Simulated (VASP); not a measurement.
Method: optB86b-vdW, VASP's PBE PAW potentials (set 64) (plane waves; VASP).

VASP input:

### INCAR
```
SYSTEM  =  MgH2
PREC  =  Accurate; ENCUT  =  520; LREAL  =  .FALSE.
LASPH  =  .TRUE.
EDIFF  =  1E-7; NELM  =  100; ALGO  =  Normal
ISMEAR  =  -5
GGA  =  MK; LUSE_VDW  =  .TRUE.; AGGAC  =  0.0
PARAM1  =  0.1234; PARAM2  =  1.0
ISIF  =  2
LWAVE  =  .FALSE.; LCHARG  =  .TRUE.; LORBIT  =  11
NEDOS  =  601
LEFG  =  .TRUE.
```

KPOINTS:
```
kpoints
0
G
6 6 8
```

POSCAR:
```
MgH2
1.0
  4.4882765753   0.0000000000   0.0000000000
  0.0000000000   4.4882765753   0.0000000000
  0.0000000000   0.0000000000   3.0002873878
Mg H
2 4
direct
  1.0000000000   1.0000000000   0.0000000000
  0.5000000000   0.5000000000   0.5000000000
  0.3042036405   0.3042036405   0.0000000000
  0.8042036405   0.1957963595   0.5000000000
  0.1957963595   0.8042036405   0.5000000000
  0.6957963595   0.6957963595   0.0000000000
```

POTCAR, in this order: Mg H (PBE.64 set). Program: vasp_std.

The run wrote:

OSZICAR:
```
       N       E                     dE             d eps       ncg     rms          rms(c)
DAV:   1     0.641494583830E+01    0.64149E+01   -0.32316E+03   800   0.763E+02
DAV:   2    -0.155605306137E+02   -0.21975E+02   -0.21659E+02  1120   0.839E+01
DAV:   3    -0.163476760287E+02   -0.78715E+00   -0.78715E+00  1016   0.225E+01
DAV:   4    -0.163492425511E+02   -0.15665E-02   -0.15665E-02  1080   0.105E+00
DAV:   5    -0.163492481129E+02   -0.55618E-05   -0.55618E-05  1032   0.498E-02    0.684E+00
DAV:   6    -0.153370546220E+02    0.10122E+01   -0.86976E-01   848   0.569E+00    0.347E+00
DAV:   7    -0.150017858994E+02    0.33527E+00   -0.10904E+00   880   0.683E+00    0.519E-01
DAV:   8    -0.150121797667E+02   -0.10394E-01   -0.20462E-02   872   0.117E+00    0.820E-02
DAV:   9    -0.150121422580E+02    0.37509E-04   -0.64011E-04  1112   0.207E-01    0.178E-02
DAV:  10    -0.150121675326E+02   -0.25275E-04   -0.40063E-05   896   0.624E-02    0.954E-03
DAV:  11    -0.150121666163E+02    0.91629E-06   -0.55331E-06   968   0.123E-02    0.162E-03
DAV:  12    -0.150121666250E+02   -0.87136E-08   -0.15784E-07   792   0.359E-03
   1 F= -.15012167E+02 E0= -.15012167E+02  d E =0.000000E+00
```

OUTCAR:
```
------------------------ aborting loop because EDIFF is reached ----------------------------------------
  FORCE on cell =-STRESS in cart. coord.  units (eV):
  Direction    XX          YY          ZZ          XY          YZ          ZX
  --------------------------------------------------------------------------------------
  Total        0.0401077      0.0401077      0.0846234      0.0000000      0.0000000      0.0000000
  in kB        1.0632031      1.0632031      2.2432554      0.0000000      0.0000000      0.0000000
  external PRESSURE =       1.4565539 kB  Pullay stress =       0.0000000 kB
  volume of cell :       60.44
      direct lattice vectors                 reciprocal lattice vectors
     4.488276575  0.000000000  0.000000000     0.222802669  0.000000000  0.000000000
     0.000000000  4.488276575  0.000000000     0.000000000  0.222802669  0.000000000
     0.000000000  0.000000000  3.000287388     0.000000000  0.000000000  0.333301404
 POSITION                                       TOTAL-FORCE (eV/Angst)
 -----------------------------------------------------------------------------------
      0.00000      0.00000      0.00000         0.000000      0.000000      0.000000
      2.24414      2.24414      1.50014         0.000000      0.000000      0.000000
      1.36535      1.36535      0.00000        -0.005393     -0.005393      0.000000
      3.60949      0.87879      1.50014        -0.005393      0.005393      0.000000
      0.87879      3.60949      1.50014         0.005393     -0.005393      0.000000
      3.12293      3.12293      0.00000         0.005393      0.005393      0.000000
 -----------------------------------------------------------------------------------
    total drift:                                0.000000     -0.000000     -0.000000
  FREE ENERGIE OF THE ION-ELECTRON SYSTEM (eV)
  ---------------------------------------------------
  free  energy   TOTEN  =       -15.0121666250 eV

  energy  without entropy=      -15.0121666250  energy(sigma->0) =      -15.01216662

 total charge

# of ion       s       p       d       tot
------------------------------------------
    1        0.149   0.150   0.040   0.339
    2        0.149   0.150   0.040   0.339
    3        0.579   0.002   0.000   0.581
    4        0.579   0.002   0.000   0.581
    5        0.579   0.002   0.000   0.581
    6        0.579   0.002   0.000   0.581
--------------------------------------------------
tot          2.614   0.309   0.081   3.003

 Electric field gradients after diagonalization (V/A^2)
 (convention: |V_zz| > |V_xx| > |V_yy|)
----------------------------------------------------------------------
 ion       V_xx      V_yy      V_zz     asymmetry (V_yy - V_xx)/ V_zz
----------------------------------------------------------------------
   1      -5.374    -0.148     5.522       0.947
   2      -5.374    -0.148     5.522       0.947
   3       4.376     1.028    -5.405       0.619
   4       4.376     1.028    -5.405       0.619
   5       4.376     1.028    -5.405       0.619
   6       4.376     1.028    -5.405       0.619
```
(Selected blocks of OUTCAR.)

OUTCAR:
```
 val. band max:       -0.5983461092   @ k =   0.1667   0.1667   0.0000

 cond. band min:       3.3475760376   @ k =   0.3333   0.3333   0.5000


 Fermi energy:        -0.5789030309

 k-point     1 :       0.0000    0.0000    0.0000
  band No.  band energies     occupation
      1      -7.0401      2.00000
      2      -2.0514      2.00000
      3      -2.0514      2.00000
      4      -0.9992      2.00000
      5       4.2161      0.00000
      6       4.5841      0.00000
      7       8.7329      0.00000
      8       8.7329      0.00000

 k-point     2 :       0.1667    0.0000    0.0000
  band No.  band energies     occupation
      1      -6.8548      2.00000
      2      -2.9225      2.00000
      3      -1.9286      2.00000
      4      -0.6772      2.00000
      5       4.3094      0.00000
      6       5.1144      0.00000
      7       7.5096      0.00000
      8       9.1999      0.00000

 k-point     3 :       0.3333    0.0000    0.0000
  band No.  band energies     occupation
      1      -6.3057      2.00000
      2      -4.2403      2.00000
      3      -1.5841      2.00000
      4      -0.7021      2.00000
      5       4.3239      0.00000
      6       6.0049      0.00000
      7       7.0636      0.00000
      8      10.1788      0.00000

 k-point     4 :       0.5000    0.0000    0.0000
  band No.  band energies     occupation
      1      -5.4159      2.00000
      2      -5.4159      2.00000
      3      -1.1076      2.00000
      4      -1.1076      2.00000
      5       4.8918      0.00000
      6       4.8918      0.00000
      7       9.6257      0.00000
      8       9.6257      0.00000

 k-point     5 :       0.1667    0.1667    0.0000
  band No.  band energies     occupation
      1      -6.6713      2.00000
      2      -3.0200      2.00000
      3      -2.4574      2.00000
      4      -0.5983      2.00000
      5       4.7594      0.00000
      6       5.2554      0.00000
      7       7.6609      0.00000
...
```

The compound is MgH2 in the rutile structure. It was relaxed first.
